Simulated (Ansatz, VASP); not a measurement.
# Sb in two plane-wave programs, part 2 of 2

Aim: how closely do two programs agree when they are given the same cell, functional and k mesh? The cell is taken from a series of runs on this material, whose earlier steps may have relaxed, scaled, displaced or heated it; both programs get it as it stands.

VASP 6.6.1 and Ansatz 0.2.0.

So far: Starting point; Ansatz: single point, LDA, pair 1; VASP: single point, LDA, pair 1; Differences; Ansatz: single point, LDA, pair 2; VASP: single point, LDA, pair 2.

**8. Other set-ups**

Further runs change the set-up of one program: Ansatz's method, potentials or start, or VASP's data sets, cutoff or form of LDA. The table gives Ansatz less VASP for each quantity, since a change that brings one quantity closer may part another.

| run | r.m.s. force difference (meV/Å) | gap on the k mesh (eV) |
| --- | --- | --- |
| as above | 85 | -0.013 |
| VASP with the data sets Sb_d_GW | 8 | -0.0057 |

**9. Ansatz: single point, LDA, spin-orbit coupling**

With cell and atoms fixed, the geometry can't cause a difference; cores, projectors, grids and the points listed under the comparison can.

The cell is taken from a series of runs on this material, whose earlier steps may have relaxed, scaled, displaced or heated it; both programs get it as it stands.

Input file input.yaml:

```yaml
crystal:
  lattice:
    - [4.0191575202, 0.0, 0.0]
    - [-2.0095787601, 3.4806925143, 0.0]
    - [0.0, 0.0, 26.4]
  atoms:
    - { symbol: Sb, position: [0.3333333333, 0.6666666667, 0.469352981] }
    - { symbol: Sb, position: [0.6666666667, 0.3333333333, 0.530647019] }
  periodic: [true, true, false]
kpoints:
  mp_grid: { grid: [6, 6, 1] }
  band_path:
    path:
      - [0, 0, 0]
      - [0.5, 0, 0]
      - [0.3333333333333, 0.3333333333333, 0]
      - [0, 0, 0]
    npoints: 10
hamiltonian:
  xc: lda
scf:
  occupations: { method: fermi_dirac, width: 0.02 }
  n_extra_bands: 8
magnetization:
  noncollinear: true
  spin_orbit: true
output:
  eigenvalues: true
  forces: true
  stress: true
```

On the command line:

```console
> ansatz run input.yaml --threads 12 --pin off --max-ram 27648MiB --backend cpu --events-out ev --progress --plain --runs-dir out
```

Numbers of over 12 decimals in the logs are rounded to 6 here.

The log of the run:

```text
[...]
non-collinear run that drives no moment, with spin-orbit: no starting moment large enough to seed its density (crystal.atoms[].spin), no starting occupations that ask for one, no magnetisation constraint and no magnetic field, so the semilocal B_xc is pinned to zero
Crystal: 2 atoms, lattice volume = 369.322 Å³
Basis set: ecut = 420 eV, 7277 PW (Γ)
[...]
k-point 1: bands = [... 26 lower, -5.8015, -5.8015, -5.3773, -5.3773, -3.2397, -3.2397, -1.6668, -1.6668, ... 4 higher]
  k-point 2: bands = [... 26 lower, -6.4459, -6.4459, -5.8312, -5.8312, -3.8149, -3.8149, -1.9475, -1.9475, ... 4 higher]
  k-point 6: bands = [... 26 lower, -7.0320, -7.0320, -6.8460, -6.8460, -3.6634, -3.6634, -1.4458, -1.4458, ... 4 higher]
[key lines of the parts left out:]
SCF converged after 7 iterations
Magnetization: |M| = 0.0000 μB,  M = (+0.0000, +0.0000, +0.0000) μB
Free energy (F): -12675.767676 eV
Fermi energy:    -4.257045 eV
P = ½ c Tr σ = -0.0060 N/m
```

**10. VASP: single point, LDA, spin-orbit coupling**

The same cell, functional (in two slightly different forms), mesh and smearing now go to VASP, with its own data sets.

Input file INCAR:

```
SYSTEM = Sb
PREC = Accurate
ENCUT = 400
EDIFF = 1E-06
NELM = 200
ISMEAR = -1
SIGMA = 0.02
LREAL = .FALSE.
ALGO = Normal
GGA = PW92
LNONCOLLINEAR = .TRUE.
MAGMOM = 0 0 0 0 0 0
NBANDS = 22
GGA_COMPAT = .FALSE.
LASPH = .TRUE.
LSORBIT = .TRUE.
LORBIT = 11
LWAVE = .FALSE.
LCHARG = .FALSE.
ISIF = 2
LDIPOL = .TRUE.
IDIPOL = 3
DIPOL = 0.5 0.5 0.5
LVHAR = .TRUE.
EFERMI = MIDGAP
NELMDL = -8
KPAR = 2
```

Input file POSCAR:

```
Sb
1.0
    4.0191575202      0.0000000000      0.0000000000
   -2.0095787601      3.4806925143      0.0000000000
    0.0000000000      0.0000000000     26.4000000000
Sb
2
Direct
    0.3333333333      0.6666666667      0.4693529810
    0.6666666666      0.3333333334      0.5306470190
```

Input file KPOINTS:

```
Automatic mesh
0
Gamma
6 6 1
0 0 0
```

Potentials, in the order of the species: Sb (LDA family, release 64).

On the command line:

```console
> mpirun -np 2 vasp_ncl
```

The log of the run:

```text
[... set-up lines as in an earlier step ...]
 entering main loop
       N       E                     dE             d eps       ncg     rms          rms(c)
DAV:   1     0.565118721133E+02    0.56512E+02   -0.21482E+03   308   0.460E+02
DAV:   2    -0.228895405210E+01   -0.58801E+02   -0.53431E+02   458   0.958E+01
DAV:   3    -0.910647329505E+01   -0.68175E+01   -0.67725E+01   422   0.379E+01
DAV:   4    -0.931714206189E+01   -0.21067E+00   -0.21046E+00   430   0.820E+00
[...]
DAV:  22    -0.923426221165E+01   -0.40296E-05   -0.12092E-07   294   0.896E-04    0.112E-04
DAV:  23    -0.923426347589E+01   -0.12642E-05   -0.30291E-08   288   0.439E-04    0.485E-05
DAV:  24    -0.923426371955E+01   -0.24366E-06   -0.28357E-09   262   0.178E-04
   1 F= -.92342637E+01 E0= -.92342637E+01  d E =-.492058E-10  mag=    -0.0000     0.0000     0.0000
```

Parts of OUTCAR (step 10):

```text
  Total        0.1318050      0.1318050      0.2485700      0.0000000     -0.0000000      0.0000000
  in kB        0.5717919      0.5717919      1.0783374      0.0000000     -0.0000000      0.0000000
  external PRESSURE =       0.7406404 kB  Pullay stress =       0.0000000 kB

 POSITION                                       TOTAL-FORCE (eV/Angst)
 -----------------------------------------------------------------------------------
     -0.00000      2.32046     12.39092         0.000000      0.000000     -0.156373
      2.00958      1.16023     14.00908        -0.000000     -0.000000      0.156373
 -----------------------------------------------------------------------------------
    total drift:                                0.000000     -0.000000      0.000000

  FREE ENERGIE OF THE ION-ELECTRON SYSTEM (eV)
  ---------------------------------------------------
  free  energy   TOTEN  =        -9.2342637196 eV

  energy  without entropy=       -9.2342637195  energy(sigma->0) =       -9.23426372

 magnetization (x)
# of ion       s       p       d       tot
------------------------------------------
    1        0.000   0.000   0.000   0.000
    2        0.000   0.000   0.000   0.000
--------------------------------------------------
tot          0.000   0.000   0.000   0.000

 magnetization (y)
# of ion       s       p       d       tot
------------------------------------------
    1       -0.000  -0.000   0.000  -0.000
    2        0.000  -0.000   0.000   0.000
--------------------------------------------------
tot          0.000  -0.000   0.000  -0.000

 magnetization (z)
# of ion       s       p       d       tot
------------------------------------------
    1        0.000   0.000   0.000   0.000
    2        0.000   0.000   0.000   0.000
--------------------------------------------------
tot          0.000   0.000   0.000   0.000

[... 1 part as in an earlier step ...]

[... 2 further parts left out ...]
[key lines of the parts left out:]
E-fermi :  -2.4157
```

**11. Differences**

What differs besides the data sets and the points named for the pairs above, as far as they apply: spin-orbit coupling enters by fully relativistic files in Ansatz and inside the spheres in VASP; the data sets hold 30 valence electrons in Ansatz (on its fully relativistic PAW (standard-fr) files) and 10 in VASP. Total energies have different zeros and are not compared.

Compared:

| quantity | Ansatz | VASP | difference |
| --- | --- | --- | --- |
| gap on the k mesh (eV) | 0.848 | 0.867 | -0.019 |

Forces (eV/Å; atoms numbered as in POSCAR):

| atom | Ansatz x, y, z | VASP x, y, z |
| --- | --- | --- |
| Sb1 | 0.000, 0.000, -0.002 | 0.000, 0.000, -0.156 |
| Sb2 | 0.000, 0.000, 0.002 | 0.000, 0.000, 0.156 |

The forces differ by 89 meV/Å r.m.s., where the r.m.s. force is 0.001 eV/Å in Ansatz and 0.090 eV/Å in VASP: the atoms lie near their places of rest in Ansatz, so a percentage would say little (all taken over all components). A gap on the mesh is an upper bound, since the band edges may lie between its points. Where the cell holds vacuum, a pressure given here is an average over it and none of the material.

**12. Summary of results**

```json
{"difference in gap on the k mesh (single point, LDA, pair 1)": "-0.013 eV", "r.m.s. force difference (single point, LDA, pair 2)": "85 meV/Å", "r.m.s. force difference (single point, LDA, spin-orbit coupling)": "89 meV/Å"}
```

In words: The r.m.s. force difference is 89 meV/Å (single point, LDA, spin-orbit coupling), beyond the 12 meV/Å picked in this series as the mark of a large difference. The data sets hold unlike numbers of valence electrons (30 in Ansatz and 10 in VASP), so part of the differences may come from the potentials. Single point, LDA, pair 2, VASP with the data sets Sb_d_GW: r.m.s. force difference goes from 85 to 8 meV/Å; the difference in gap on the k mesh goes from -0.013 to -0.0057 eV. What causes the difference of the single point, LDA, spin-orbit coupling pair stays open here. Pairs 1 and 2 hold one cell, so they aren't independent. Such differences can come from data sets, numerical settings and the points named under the comparisons, not from the functional's error against experiment.

[Lines on the potential files, build, host, timing and source positions are cut from VASP's logs without a mark.]

[Logs are printed without paths, hosts, clocks, repeated set-up lines and the standing remarks that a program may print on its own settings, such as how far it seeks lower states.]

[Hosts, paths, dates, database ids (printed as entryN), source tags and the programs' standing remarks are cut or masked in the printed files.]
